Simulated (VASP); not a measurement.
Consider the following.

```yaml
crystal:
  lattice:
    - [0.00000, 3.35148, 3.35148]
    - [3.35148, 0.00000, 3.35148]
    - [3.35148, 3.35148, 0.00000]
  atoms:
    - { symbol: Sn, position: [0.00000, 0.00000, 0.00000] }
    - { symbol: Mg, position: [0.25000, 0.25000, 0.25000] }
    - { symbol: Mg, position: [0.75000, 0.75000, 0.75000] }
```

The numbers are results of PBE GGA with D3 dispersion (Becke-Johnson damping) with spin-orbit coupling, VASP's PBE PAW potentials (set 64) (plane waves; VASP), not measurements. Numerical set-up: 400 eV cut-off, 7×7×7 Γ-centred mesh, Gaussian smearing of 0.050 eV, potentials Sn_d Mg.

Q: Estimate the energy per atom (σ→0), band gap (over mesh and band path) with the smallest direct gap where there is one.

A: 
* **band gap (over mesh and band path)**: none (metal, semimetal or under 0.01 eV)
* **energy per atom (σ→0)**: -2.789 eV/atom

Total energies compare only between runs with the same potentials, cut-off and functional.

The structure comes from a measured Mg2Sn entry (Fm-3m) of the Crystallography Open Database, whose conditions weren't checked. It was relaxed first.
